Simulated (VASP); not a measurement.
Here is the system:

```yaml
crystal:
  lattice:
    - [0.00000, 3.93535, 3.93535]
    - [3.93535, 0.00000, 3.93535]
    - [3.93535, 3.93535, 0.00000]
  atoms:
    - { symbol: Tc, position: [0.12500, 0.12500, 0.12500] }
    - { symbol: Tc, position: [0.62500, 0.12500, 0.12500] }
    - { symbol: Tc, position: [0.12500, 0.62500, 0.12500] }
    - { symbol: Tc, position: [0.12500, 0.12500, 0.62500] }
    - { symbol: Y, position: [0.75000, 0.75000, 0.75000] }
    - { symbol: Y, position: [0.50000, 0.50000, 0.50000] }
```

Level of theory: PBE GGA, VASP's PBE PAW potentials (set 64) (plane waves; VASP). Run with 300 eV cut-off, 4×4×4 Γ-centred mesh, Gaussian smearing of 0.27 eV, potentials Tc_pv Y_sv.

At this cut-off the stress carries a Pulay error, which pulls relaxed volumes low.

**Question.** Estimate the energy per atom (σ→0), pressure, band gap (on the k-mesh) with the smallest direct gap where there is one.

**Answer.** 
The band gap (on the k-mesh) is none (metal, semimetal or under 0.01 eV) and the energy per atom (σ→0) is -9.108 eV/atom. The pressure is -13.42 GPa.

Total energies compare only between runs with the same potentials, cut-off and functional.

The structure was generated: YTc2 was put into an ordered model structure, which need not be its known phase. The cell was not relaxed at this level. The k-mesh is coarse (spacing up to 0.35 per Å, 2π included), so the numbers may not be converged in it.
